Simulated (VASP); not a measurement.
Here is the system:

```
CELL_PARAMETERS angstrom
      4.33329     0.00000     0.00000
      0.00000     4.33329     0.00000
      0.00000     0.00000     2.78352
ATOMIC_POSITIONS crystal
  Mn 0.00000 0.00000 0.00000
  Mn 0.50000 0.50000 0.50000
  O  0.30178 0.30178 0.00000
  O  0.80178 0.19822 0.50000
  O  0.19822 0.80178 0.50000
  O  0.69822 0.69822 0.00000
```
Starting moments (μB, in the order of the record's atoms Mn Mn O O O O): 2.1 -2.1 0.0 0.0 0.0 0.0.

These are LDA (Ceperley-Alder, Perdew-Zunger), VASP's LDA PAW potentials (set 64) (plane waves; VASP) values and carry that method's errors. Settings: 520 eV cut-off, Gaussian smearing of 0.050 eV, potentials Mn_pv O.

Question: What does the run give for the cell moment, band gap (along the path) with the smallest direct gap where there is one?

Answer: 
```yaml
band gap (along the path): none (metal, semimetal or under 0.01 eV)
cell_moment: 0.00 μB
```

Only differences to runs with the same potentials and settings are physical.

The compound is MnO2 in the rutile structure. It was relaxed first, which changed the volume by -6 %.
